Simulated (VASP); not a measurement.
Level of theory: r2SCAN meta-GGA, VASP's PBE PAW potentials (set 64) (plane waves; VASP 6.6.1).

VASP input:

POSCAR:
```
YSi2
1.0
  4.0584230020   0.0000000000   0.0000000000
 -2.0292115011   3.5146975446   0.0000000000
  0.0000000000   0.0000000000   3.9971358332
Y Si
1 2
Cart
  0.0000000000   0.0000000000   0.0000000000
 -0.0000020293   2.3431328680   1.9985679166
  2.0292135302   1.1715646766   1.9985679166
```

### INCAR
```
LWAVE = .False.
LCHARG = .False.
LMIXTAU = .True.
SIGMA = 0.1   # width (eV)
NELM = 100   # most electronic steps
LMAXMIX = 4   # l cut-off of mixed one-centre charges
NSW = 30   # most ionic steps
IBRION = 1
EDIFFG = -0.001
ISMEAR = 1   # Methfessel-Paxton
ENCUT = 400   # plane-wave cut-off (eV)
ALGO = Normal   # blocked Davidson
ISIF = 2   # forces and stress, cell fixed
LASPH = .True.   # aspherical one-centre terms
SYSTEM = YSi2
EDIFF = 1E-8   # SCF stop (eV)
METAGGA = R2SCAN
LREAL = .False.
PREC = Accurate
```

### KPOINTS
```
Regular mesh
0
Gamma
 8 8 7
0 0 0
```

POTCAR, in this order: Y_sv Si (PBE.64 set). Program: vasp_std.

Output

OUTCAR:
```
 ion  position               nearest neighbor table
   1  0.000  0.000  0.000-   2 3.08   3 3.08   2 3.08   3 3.08   3 3.08   3 3.08   2 3.08   2 3.08
                             3 3.08   3 3.08   2 3.08   2 3.08
   2  0.333  0.667  0.500-   3 2.34   3 2.34   3 2.34   1 3.08   1 3.08   1 3.08   1 3.08   1 3.08
                             1 3.08
   3  0.667  0.333  0.500-   2 2.34   2 2.34   2 2.34   1 3.08   1 3.08   1 3.08   1 3.08   1 3.08
                             1 3.08
  LATTYP: Found a hexagonal cell.
 ALAT       =     4.0584230020
 C/A-ratio  =     0.9848987726
 Subroutine PRICEL returns:
 Original cell was already a primitive cell.
 Subroutine GETGRP returns: Found 24 space group operations
The static configuration has the point symmetry D_6h.
The dynamic configuration has the point symmetry D_6h.
 Subroutine INISYM returns: Found 24 space group operations
 Subroutine IBZKPT returns following result:
 Found     40 irreducible k-points:

 Following reciprocal coordinates:
            Coordinates               Weight
  0.000000  0.000000  0.000000      1.000000
  0.125000  0.000000  0.000000      6.000000
  0.250000  0.000000  0.000000      6.000000
  0.375000  0.000000  0.000000      6.000000
...
```

File OSZICAR:
```
       N       E                     dE             d eps       ncg     rms          rms(c)
DAV:   1     0.209734868618E+02    0.20973E+02   -0.79049E+03  1040   0.111E+03
DAV:   2    -0.410958542065E+02   -0.62069E+02   -0.60787E+02  1260   0.210E+02
DAV:   3    -0.440459069439E+02   -0.29501E+01   -0.29186E+01  1600   0.349E+01
DAV:   4    -0.441415722001E+02   -0.95665E-01   -0.95457E-01  1339   0.666E+00
DAV:   5    -0.441445276222E+02   -0.29554E-02   -0.29549E-02  1600   0.935E-01    0.265E+01
DAV:   6    -0.394517034893E+02    0.46928E+01   -0.30138E+00  1315   0.115E+01    0.183E+01
DAV:   7    -0.397975268553E+02   -0.34582E+00   -0.23554E+00  1851   0.104E+01    0.239E+00
DAV:   8    -0.396497149859E+02    0.14781E+00   -0.11652E+00  1779   0.852E+00    0.484E+00
DAV:   9    -0.394574920344E+02    0.19222E+00   -0.44254E-01  1330   0.655E+00    0.164E+00
DAV:  10    -0.394607908282E+02   -0.32988E-02   -0.62019E-02  1254   0.221E+00    0.188E-01
DAV:  11    -0.394616082784E+02   -0.81745E-03   -0.82207E-03  1320   0.765E-01    0.234E-01
DAV:  12    -0.394607563064E+02    0.85197E-03   -0.32236E-03  1305   0.407E-01    0.306E-01
DAV:  13    -0.394621549480E+02   -0.13986E-02   -0.27448E-03  1265   0.433E-01    0.396E-02
DAV:  14    -0.394617691268E+02    0.38582E-03   -0.60792E-04  1295   0.223E-01    0.164E-01
DAV:  15    -0.394621090434E+02   -0.33992E-03   -0.13471E-04  1336   0.914E-02    0.109E-01
DAV:  16    -0.394623445619E+02   -0.23552E-03   -0.27209E-04  1330   0.128E-01    0.197E-02
DAV:  17    -0.394623625270E+02   -0.17965E-04   -0.14650E-05  1347   0.382E-02    0.733E-03
DAV:  18    -0.394623674762E+02   -0.49492E-05   -0.23148E-06  1766   0.142E-02    0.949E-03
DAV:  19    -0.394623714055E+02   -0.39293E-05   -0.15634E-06  1647   0.123E-02    0.792E-03
DAV:  20    -0.394623712843E+02    0.12122E-06   -0.51095E-07  1508   0.581E-03    0.222E-03
DAV:  21    -0.394623750508E+02   -0.37665E-05   -0.28996E-07  1362   0.494E-03    0.105E-03
DAV:  22    -0.394623755500E+02   -0.49920E-06   -0.17630E-07  1250   0.409E-03    0.827E-04
DAV:  23    -0.394623752302E+02    0.31983E-06   -0.12409E-08   996   0.118E-03    0.458E-04
DAV:  24    -0.394623754826E+02   -0.25248E-06   -0.26037E-09   740   0.565E-04    0.193E-04
DAV:  25    -0.394623756456E+02   -0.16299E-06   -0.24098E-09   735   0.593E-04    0.229E-04
DAV:  26    -0.394623756032E+02    0.42405E-07   -0.41391E-10   705   0.187E-04    0.162E-04
DAV:  27    -0.394623755783E+02    0.24907E-07   -0.14563E-10   665   0.892E-05    0.105E-04
DAV:  28    -0.394623755681E+02    0.10240E-07   -0.81816E-11   670   0.819E-05    0.740E-05
DAV:  29    -0.394623755256E+02    0.42478E-07   -0.90477E-11   660   0.620E-05    0.151E-05
DAV:  30    -0.394623755232E+02    0.23635E-08   -0.39035E-11   645   0.499E-05
   1 F= -.39462376E+02 E0= -.39463017E+02  d E =-.394624E+02
```

OUTCAR:
```
------------------------ aborting loop because EDIFF is reached ----------------------------------------
  FORCE on cell =-STRESS in cart. coord.  units (eV):
  Direction    XX          YY          ZZ          XY          YZ          ZX
  --------------------------------------------------------------------------------------
  Total       -0.0543911     -0.0543911      0.0502056      0.0000000      0.0000000      0.0000000
  in kB       -1.5284252     -1.5284253      1.4108114      0.0000000      0.0000000      0.0000000
  external PRESSURE =      -0.5486797 kB  Pullay stress =       0.0000000 kB
  volume of cell :       57.02
      direct lattice vectors                 reciprocal lattice vectors
     4.058423002  0.000000000  0.000000000     0.246401127  0.142259752  0.000000000
    -2.029211501  3.514697545  0.000000000     0.000000000  0.284519503  0.000000000
     0.000000000  0.000000000  3.997135833     0.000000000  0.000000000  0.250179139
 POSITION                                       TOTAL-FORCE (eV/Angst)
 -----------------------------------------------------------------------------------
      0.00000      0.00000      0.00000        -0.000000      0.000000      0.000000
     -0.00000      2.34313      1.99857        -0.000000      0.000000      0.000000
      2.02921      1.17156      1.99857         0.000000     -0.000000      0.000000
 -----------------------------------------------------------------------------------
    total drift:                               -0.000000      0.000000      0.000000
  FREE ENERGIE OF THE ION-ELECTRON SYSTEM (eV)
  ---------------------------------------------------
  free  energy   TOTEN  =       -39.4623755232 eV

  energy  without entropy=      -39.4642998151  energy(sigma->0) =      -39.46301695

 reached required accuracy - stopping structural energy minimisation
```
(Selected blocks of OUTCAR.)

The structure comes from a computed database's YSi2 entry (P6/mmm); how it stands against other phases isn't given here. It was relaxed first. The start is the result of an earlier pass. The electron count is odd and the run is not spin-polarised, which forces a metal.
